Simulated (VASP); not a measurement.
Consider the following.

```
KCl
1.0
    0.00000     3.17613     3.17613
    3.17613     0.00000     3.17613
    3.17613     3.17613     0.00000
K Cl
1 1
Direct
  0.00000   0.00000   0.00000
  0.50000   0.50000   0.50000
```

Computed with AM05 GGA, VASP's PBE PAW potentials (set 64) (plane waves; VASP). Numerical set-up: 520 eV cut-off, Gaussian smearing of 0.050 eV, potentials K_sv Cl.

Task: What does the run give for the band gap (along the path) with the smallest direct gap where there is one?

Result: 
```json
{
 "band gap (along the path)": "5.15 eV",
 "smallest direct gap (along the path)": "5.15 eV"
}
```

The compound is KCl in the rock salt structure. It was relaxed first.
